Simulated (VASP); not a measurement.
Input for VASP

### INCAR
```
ALGO  =  Normal
EDIFF  =  1E-7
EDIFFG  =  -0.01
ENCUT  =  480
GGA  =  PS
IBRION  =  2
ISIF  =  3
ISMEAR  =  0
LASPH  =  T
LCHARG  =  F
LMAXMIX  =  4
LREAL  =  F
LWAVE  =  F
NELM  =  100
NSW  =  40
PREC  =  Accurate
PSTRESS  =  150
SIGMA  =  0.05
SYSTEM  =  CdI2
```

File POSCAR:
```
CdI2
1.0
  1.9117808871  -3.3113022995   0.0000000000
  1.9117808871   3.3113022995   0.0000000000
  0.0000000000   0.0000000000   6.1257529350
Cd I
1 2
direct
  0.0000000000   0.0000000000   0.0000000000
  0.3333330000   0.6666670000   0.2854656584
  0.6666670000   0.3333330000   0.7145343416
```

KPOINTS:
```
Automatic mesh
0
Gamma
6 6 4
0 0 0
```

POTCAR, in this order: Cd I (PBE.64 set). Program: vasp_std.

Q: Write an equivalent input for Ansatz.

A: One equivalent input (not run):
Ansatz 0.2 input:
```yaml
crystal:
  lattice:
    - [1.9117809, -3.3113023, 0.0000000]
    - [1.9117809, 3.3113023, 0.0000000]
    - [0.0000000, 0.0000000, 6.1257529]
  atoms:
    - { symbol: Cd, position: [0.0000000, 0.0000000, 0.0000000] }
    - { symbol: I, position: [0.3333330, 0.6666670, 0.2854657] }
    - { symbol: I, position: [0.6666670, 0.3333330, 0.7145343] }
kpoints:
  mp_grid: { grid: [6, 6, 4] }
hamiltonian:
  xc: pbesol
  pseudopotentials: { kind: paw }
scf:
  occupations: { method: gaussian, width: 0.05 }
  max_iter: 100
relax:
  max_steps: 40
  f_tol: 0.01
  cell: { p_target: 15 }
output: { forces: true, stress: true, eigenvalues: true }
```
What does not carry over: each code has its own PAW files, so the cut-off isn't converted (ENCUT is set for VASP's; basis.ecutwfc is left out, and Ansatz then takes the one that its files recommend); Ansatz stops its SCF on the density residual and VASP on the energy change (EDIFF).

The compound is CdI2 in the 1T layered structure. It was relaxed first under an external pressure of 15 GPa.
